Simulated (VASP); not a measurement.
OSZICAR of a VASP run on ErSi (space group Pnma):

OSZICAR:
```
       N       E                     dE             d eps       ncg     rms          rms(c)
DAV:   1     0.214346239710E+03    0.21435E+03   -0.19216E+04  3622   0.141E+03
DAV:   2    -0.136219571206E+03   -0.35057E+03   -0.34229E+03  3709   0.914E+02
DAV:   3    -0.177728866125E+03   -0.41509E+02   -0.39971E+02  3859   0.252E+02
DAV:   4    -0.182850719444E+03   -0.51219E+01   -0.47325E+01  4000   0.599E+01
DAV:   5    -0.183271342350E+03   -0.42062E+00   -0.40716E+00  3992   0.134E+01    0.544E+01
DAV:   6    -0.179289924658E+03    0.39814E+01   -0.16957E+00  3824   0.181E+01    0.303E+01
DAV:   7    -0.175380235666E+03    0.39097E+01   -0.21695E+00  3464   0.168E+01    0.203E+00
DAV:   8    -0.177667804049E+03   -0.22876E+01   -0.32788E+00  3336   0.101E+01    0.529E+00
DAV:   9    -0.178251188546E+03   -0.58338E+00   -0.18763E-01  3608   0.498E+00    0.134E+00
DAV:  10    -0.177799869566E+03    0.45132E+00   -0.33276E-01  3610   0.484E+00    0.549E-01
DAV:  11    -0.177818225333E+03   -0.18356E-01   -0.15217E-02  3952   0.188E+00    0.411E-01
DAV:  12    -0.177835506002E+03   -0.17281E-01   -0.67607E-03  3392   0.618E-01    0.242E-01
DAV:  13    -0.177839385330E+03   -0.38793E-02   -0.17411E-03  3800   0.441E-01    0.172E-01
DAV:  14    -0.177841890610E+03   -0.25053E-02   -0.46290E-03  3592   0.436E-01    0.115E-01
DAV:  15    -0.177841863875E+03    0.26736E-04   -0.66628E-04  3912   0.251E-01    0.635E-02
DAV:  16    -0.177841771554E+03    0.92320E-04   -0.55943E-05  4152   0.675E-02    0.602E-02
DAV:  17    -0.177842006057E+03   -0.23450E-03   -0.22389E-04  3232   0.109E-01    0.142E-02
DAV:  18    -0.177842010119E+03   -0.40617E-05   -0.91891E-06  2888   0.389E-02    0.192E-02
DAV:  19    -0.177842010102E+03    0.16222E-07   -0.66316E-07  1872   0.184E-02
   1 F= -.17784201E+03 E0= -.17784184E+03  d E =-.177842E+03
```

Q: Which electronic solver shows in the log?

A: It is blocked Davidson (ALGO = Normal, or the opening steps of other solvers). The INCAR had ALGO = Normal.

Q: Can the final energy be trusted as converged?

A: Self-consistency was reached. It stopped with EDIFF = 1E-6, NELM = 100, NSW = 60 and EDIFFG = -0.02 after 1 ionic step (r2SCAN meta-GGA, plane waves, VASP's PBE PAW potentials (set 64)). The 4f electrons are frozen in the core of the lanthanide potential, so 4f levels, which can set the real gap, and their magnetism are missing.

The structure comes from a computed database's ErSi entry (Pnma); how it stands against other phases isn't given here. It was relaxed first. The start is the result of an earlier pass.
